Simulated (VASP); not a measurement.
The system is Ta.

```
CELL_PARAMETERS angstrom
-1.65128 1.65128 1.65128
1.65128 -1.65128 1.65128
1.65128 1.65128 -1.65128
ATOMIC_POSITIONS crystal
Ta 0.00000 0.00000 0.00000
```

Base run:

* Program: VASP 6.6.1
* Functional: PBE
* Potentials or basis: VASP PAW PBE potentials, release 64 (Ta_pv)
* Cutoff: 350 eV
* k mesh: 14 × 14 × 14
* Occupations: gaussian, width 0.1 eV
* Spin: no spin polarisation

Its results: band gap on the k mesh none (metal or under the smearing width); pressure 3.0 GPa.

After a change of settings the same cell gave: band gap on the k mesh none (metal or under the smearing width); pressure 5.5 GPa. Which change was it?
A. cutoff from 350 eV to 520 eV; k mesh from 14 × 14 × 14 to 8 × 8 × 8
B. cutoff from 350 eV to 520 eV; k mesh from 14 × 14 × 14 to 6 × 6 × 6
C. cutoff from 350 eV to 520 eV; k mesh from 14 × 14 × 14 to 18 × 18 × 18
D. cutoff from 350 eV to 520 eV; k mesh from 14 × 14 × 14 to 4 × 4 × 4

B.

Caveats: some runs use coarse meshes.
